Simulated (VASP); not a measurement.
Consider the following.

```
Al2Pt
1.0
    0.00000     2.98744     2.98744
    2.98744     0.00000     2.98744
    2.98744     2.98744     0.00000
Al Pt
2 1
Direct
  0.25000   0.25000   0.25000
  0.75000   0.75000   0.75000
  0.00000   0.00000   0.00000
```

Method: RPBE GGA, VASP's PBE PAW potentials (set 64) (plane waves; VASP). Run with 520 eV cut-off, Gaussian smearing of 0.050 eV, potentials Al Pt.

**Question.** Give the energies of bands 1 to 11 at the high-symmetry points, in eV from the Fermi level.

**Answer.** 
```tsv
band	Γ	X	U	L	W
1	-10.00	-6.09	-6.30	-7.72	-5.87
2	-4.90	-5.92	-5.80	-5.97	-5.87
3	-4.90	-5.73	-5.41	-4.58	-5.27
4	-4.90	-3.68	-4.19	-4.58	-4.92
5	-3.59	-3.68	-3.85	-3.62	-3.68
6	-3.59	-3.33	-3.54	-3.38	-3.17
7	2.81	-3.12	-2.98	-3.38	-2.73
8	3.77	-1.56	-1.97	1.00	-2.73
9	3.77	-1.56	-0.60	1.00	-0.88
10	3.77	2.95	3.19	3.75	5.06
11	5.22	3.34	5.31	5.01	5.06
```

It has no gap at this level: it comes out as a metal or semimetal.

The compound is PtAl2 in the fluorite structure. It was relaxed first.
